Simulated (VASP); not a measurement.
Computed with PBE GGA with D3 dispersion (Becke-Johnson damping), VASP's PBE PAW potentials (set 64) (plane waves; VASP).

A VASP calculation is set up with these files.

### KPOINTS
```
Automatic mesh
0
Gamma
10 10 3
0 0 0
```

POSCAR:
```
WSe2
1.0
  3.2809968581   0.0000000000   0.0000000000
 -1.6404984291   2.8414263042   0.0000000000
  0.0000000000   0.0000000000  12.8168776507
W Se
2 4
Direct
  0.6666670000   0.3333330000   0.7500000000
  0.3333330000   0.6666670000   0.2500000000
  0.6666670000   0.3333330000   0.3790000000
  0.3333330000   0.6666670000   0.8790000000
  0.3333330000   0.6666670000   0.6210000000
  0.6666670000   0.3333330000   0.1210000000
```

INCAR:
```
SYSTEM  =  WSe2
PREC  =  Normal; ENCUT  =  400; LREAL  =  .False.
LASPH  =  .True.
EDIFF  =  1E-5; NELM  =  100; NELMIN  =  4
ALGO  =  Fast; LMAXMIX  =  6
ISMEAR  =  0; SIGMA  =  0.05
GGA  =  PE; IVDW  =  12
IBRION  =  2; NSW  =  20; ISIF  =  2
EDIFFG  =  -0.03
LWAVE  =  .False.; LCHARG  =  .False.
```

POTCAR, in this order: W_sv Se (PBE.64 set). Program: vasp_std.

The resulting files:

### OSZICAR
```
       N       E                     dE             d eps       ncg     rms          rms(c)
DAV:   1     0.454431599128E+03    0.45443E+03   -0.24986E+04  1968   0.136E+03
DAV:   2    -0.144161083647E+02   -0.46885E+03   -0.45777E+03  2023   0.388E+02
DAV:   3    -0.440795474260E+02   -0.29663E+02   -0.28879E+02  2155   0.881E+01
DAV:   4    -0.448707781509E+02   -0.79123E+00   -0.78853E+00  2133   0.142E+01
DAV:   5    -0.448855163813E+02   -0.14738E-01   -0.14732E-01  2122   0.199E+00    0.311E+01
RMM:   6    -0.432839712981E+02    0.16015E+01   -0.83001E+00  2013   0.130E+01    0.115E+01
RMM:   7    -0.430332770286E+02    0.25069E+00   -0.11795E+00  1870   0.463E+00    0.443E+00
RMM:   8    -0.430464144773E+02   -0.13137E-01   -0.47161E-01  1875   0.279E+00    0.784E-01
RMM:   9    -0.430476548905E+02   -0.12404E-02   -0.10550E-01  1972   0.123E+00    0.477E-01
RMM:  10    -0.430472006485E+02    0.45424E-03   -0.24396E-02  2042   0.589E-01    0.117E-01
RMM:  11    -0.430473637470E+02   -0.16310E-03   -0.61922E-03  2151   0.297E-01    0.483E-02
RMM:  12    -0.430474011087E+02   -0.37362E-04   -0.91334E-04  2063   0.136E-01    0.141E-02
RMM:  13    -0.430474220860E+02   -0.20977E-04   -0.26842E-04  1911   0.671E-02    0.887E-03
RMM:  14    -0.430474271855E+02   -0.50995E-05   -0.68994E-05  1464   0.322E-02
   1 F= -.45889355E+02 E0= -.45889355E+02  d E =-.458894E+02
       N       E                     dE             d eps       ncg     rms          rms(c)
DAV:   1    -0.430756750700E+02   -0.28253E-01   -0.33166E+00  1967   0.694E+00    0.146E+00
RMM:   2    -0.430859979512E+02   -0.10323E-01   -0.13918E-01  1765   0.151E+00    0.676E-01
RMM:   3    -0.430874994789E+02   -0.15015E-02   -0.17024E-02  1846   0.591E-01    0.323E-01
RMM:   4    -0.430876558961E+02   -0.15642E-03   -0.25939E-03  1979   0.246E-01    0.156E-01
RMM:   5    -0.430876783368E+02   -0.22441E-04   -0.54560E-04  1960   0.105E-01    0.449E-02
RMM:   6    -0.430876761229E+02    0.22139E-05   -0.11484E-04  1606   0.488E-02    0.975E-03
RMM:   7    -0.430876782597E+02   -0.21368E-05   -0.27553E-05  1132   0.228E-02
   2 F= -.45930287E+02 E0= -.45930287E+02  d E =-.409321E-01
       N       E                     dE             d eps       ncg     rms          rms(c)
DAV:   1    -0.430878103991E+02   -0.13428E-03   -0.29297E-02  2121   0.649E-01    0.137E-01
RMM:   2    -0.430878967301E+02   -0.86331E-04   -0.12236E-03  1574   0.142E-01    0.614E-02
RMM:   3    -0.430879075612E+02   -0.10831E-04   -0.15255E-04  1557   0.551E-02    0.309E-02
RMM:   4    -0.430879055293E+02    0.20320E-05   -0.21938E-05  1095   0.227E-02
   3 F= -.45930579E+02 E0= -.45930579E+02  d E =-.412245E-01
```

OUTCAR:
```
------------------------ aborting loop because EDIFF is reached ----------------------------------------
 Edisp (eV)   -2.84267
  FORCE on cell =-STRESS in cart. coord.  units (eV):
  Direction    XX          YY          ZZ          XY          YZ          ZX
  --------------------------------------------------------------------------------------
  Total      -0.04576    -0.04576    -0.13381     0.00000     0.00000     0.00000
  in kB      -0.61354    -0.61354    -1.79421     0.00000     0.00000     0.00000
  external pressure =       -1.01 kB  Pullay stress =        0.00 kB
  volume of cell :      119.49
      direct lattice vectors                 reciprocal lattice vectors
     3.280996858  0.000000000  0.000000000     0.304785418  0.175967963  0.000000000
    -1.640498429  2.841426304  0.000000000     0.000000000  0.351935927  0.000000000
     0.000000000  0.000000000 12.816877651     0.000000000  0.000000000  0.078022123
 POSITION                                       TOTAL-FORCE (eV/Angst)
 -----------------------------------------------------------------------------------
      1.64050      0.94714      9.61266        -0.000000      0.000000      0.000000
     -0.00000      1.89429      3.20422         0.000000     -0.000000      0.000000
      1.64050      0.94714      4.89081        -0.000000      0.000000     -0.000171
     -0.00000      1.89429     11.29925         0.000000     -0.000000     -0.000171
     -0.00000      1.89429      7.92606         0.000000     -0.000000      0.000171
      1.64050      0.94714      1.51762        -0.000000      0.000000      0.000171
 -----------------------------------------------------------------------------------
    total drift:                               -0.000842      0.000645     -0.000035
  FREE ENERGIE OF THE ION-ELECTRON SYSTEM (eV)
  ---------------------------------------------------
  free  energy   TOTEN  =       -45.9305793725 eV

  energy  without entropy=      -45.9305793725  energy(sigma->0) =      -45.93057937

 reached required accuracy - stopping structural energy minimisation
```
(Selected blocks of OUTCAR.)

**CONTCAR**
```
WSe2
   1.00000000000000
     3.2809968581000000    0.0000000000000000    0.0000000000000000
    -1.6404984291000000    2.8414263042000001    0.0000000000000000
     0.0000000000000000    0.0000000000000000   12.8168776507000004
  W               Se
     2     4
Direct
     0.6666669999999968    0.3333330000000032    0.7500000000000000
     0.3333330000000032    0.6666669999999968    0.2500000000000000
     0.6666669999999968    0.3333330000000032    0.3815917476988564
     0.3333330000000032    0.6666669999999968    0.8815917476988563
     0.3333330000000032    0.6666669999999968    0.6184082523011437
     0.6666669999999968    0.3333330000000032    0.1184082523011436
```

The compound is WSe2 in the 2H layered structure. This run relaxes the ions in a fixed cell. Symmetry was kept, so distortions that lower it aren't found.
